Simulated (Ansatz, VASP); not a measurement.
**MnCrSb: VASP beside Ansatz**

The input INCAR:

```
SYSTEM = MnCrSb
PREC = Accurate
ENCUT = 520
EDIFF = 1E-7
ISMEAR = -1
SIGMA = 0.05
LREAL = .False.
LASPH = .True.
NELM = 150
ALGO = Normal
ISIF = 2
LWAVE = .False.
LCHARG = .False.
ISPIN = 2
MAGMOM = 0 0 4 4 3 3
LORBIT = 11
LMAXMIX = 4
GGA = PE
NBANDS = 43
```

File KPOINTS:

```
regular mesh
0
Gamma
  7 7 5
  0 0 0
```

POSCAR

```
MnCrSb
1.0
    4.4836567549      0.0000000000      0.0000000000
   -2.2418283774      3.8829606516      0.0000000000
    0.0000000000      0.0000000000      5.4634222974
Sb Mn Cr
2 2 2
Direct
    0.3333333333      0.6666666667      0.2500000000
    0.6666666667      0.3333333333      0.7500000000
    0.0000000000      0.0000000000      0.5000000000
    0.0000000000      0.0000000000      0.0000000000
    0.3333333333      0.6666666667      0.7500000000
    0.6666666667      0.3333333333      0.2500000000
```

input.yaml

```yaml
crystal:
  lattice:
    - [4.4836567549, 0.0, 0.0]
    - [-2.2418283774, 3.8829606516, 0.0]
    - [0.0, 0.0, 5.4634222974]
  atoms:
    - { symbol: Sb, position: [0.3333333333, 0.6666666667, 0.25] }
    - { symbol: Sb, position: [0.6666666667, 0.3333333333, 0.75] }
    - { symbol: Mn, position: [0.0, 0.0, 0.5], spin: 4.0 }
    - { symbol: Mn, position: [0.0, 0.0, 0.0], spin: 4.0 }
    - { symbol: Cr, position: [0.3333333333, 0.6666666667, 0.75], spin: 3.0 }
    - { symbol: Cr, position: [0.6666666667, 0.3333333333, 0.25], spin: 3.0 }
hamiltonian:
  xc: pbe
  pseudopotentials: { kind: paw }
magnetization:
  spin_polarized: true
kpoints:
  mp_grid: { grid: [7, 7, 5] }
scf:
  occupations: { method: fermi_dirac, width: 0.05 }
output:
  forces: true
  stress: true
  eigenvalues: true
  write_density: true
  write_potential: true
  elf: true
  volumetric_format: npy
```

Change from the starting cell: volume scaled by 0.96.

Alike in both runs: task single point; functional PBE; k mesh 7 × 7 × 5; occupations fermi-dirac, width 0.05 eV; collinear spin, ferromagnetic start.

|  | VASP | Ansatz |
| --- | --- | --- |
| version | VASP 6.6.1 | Ansatz 0.2.0 |
| potentials or method | VASP PAW PBE potentials, release 64 (Sb, Mn_pv, Cr_pv) | Ansatz PAW |
| plane-wave cutoff (eV) | 520 | 420 |
| valence electrons in the cell | 60 | 88 |

VASP gave:

```
gap on the k mesh at the Fermi level (eV)                     : none
pressure (GPa)                                                : 2.3
largest component of the traceless stress (GPa)               : 0.62
net moment per atom (μB)                                      : 1.84
size of the moment on the site where the two differ most (μB) : 2.91
```

Problem. What did Ansatz give for the same quantities?

Solution. gap on the k mesh at the Fermi level (eV): none; pressure (GPa): 4.9; largest component of the traceless stress (GPa): 3.86; net moment per atom (μB): 0.17; size of the moment on the site where the two differ most (μB): 3.15.

The net moments differ so much that the two runs ended in different magnetic states, which moves the other rows too. Site moments also hang on the region over which each program counts them. A gap of «none» marks a metal or a gap that the smearing closes. The two sets of potentials don't hold the same shells in valence.

Caveats: only a ferromagnetic start was run, and an antiferromagnetic order may lie lower in energy; the starting moments weren't kept (Ansatz). The runs have no spin-orbit coupling, so splittings on Sb are missing.
